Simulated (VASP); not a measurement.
These are PBE GGA, VASP's PBE PAW potentials (set 64) (plane waves; VASP) values and carry that method's errors.

VASP input:

### KPOINTS
```
Automatic mesh
0
gamma
4 4 4
```

### INCAR
```
SYSTEM = BN
PREC = Normal
ENCUT = 500
EDIFF = 1E-8
NELM = 100
ALGO = Normal
LREAL = .FALSE.
LASPH = .TRUE.
ISMEAR = 0
SIGMA = 0.01
GGA = PE
LWAVE = .TRUE.
LCHARG = .FALSE.
```

POSCAR:
```
BN
1
    0.0000000000     1.8075000000     1.8075000000
    1.8075000000     0.0000000000     1.8075000000
    1.8075000000     1.8075000000     0.0000000000
B N
1 1
Direct
  0.0000000000   0.0000000000   0.0000000000
  0.2500000000   0.2500000000   0.2500000000
```

POTCAR, in this order: B_GW N_GW_new (PBE.64 set). Program: vasp_std.

### Question
What will the output report for the number of irreducible k-points (NKPTS), largest plane-wave count, number of space-group operations, FFT grid (NGX, NGY, NGZ)?

### Answer

```json
{
  "number of irreducible k-points (NKPTS)": "8",
  "largest_plane_wave_count": "308",
  "number_of_space_group_operations": "24",
  "FFT grid (NGX, NGY, NGZ)": "14 × 14 × 14"
}
```

The compound is BN in the zinc blende structure. The cell was not relaxed at this level. The k-mesh is coarse (spacing up to 0.75 per Å, 2π included), so the numbers may not be converged in it.
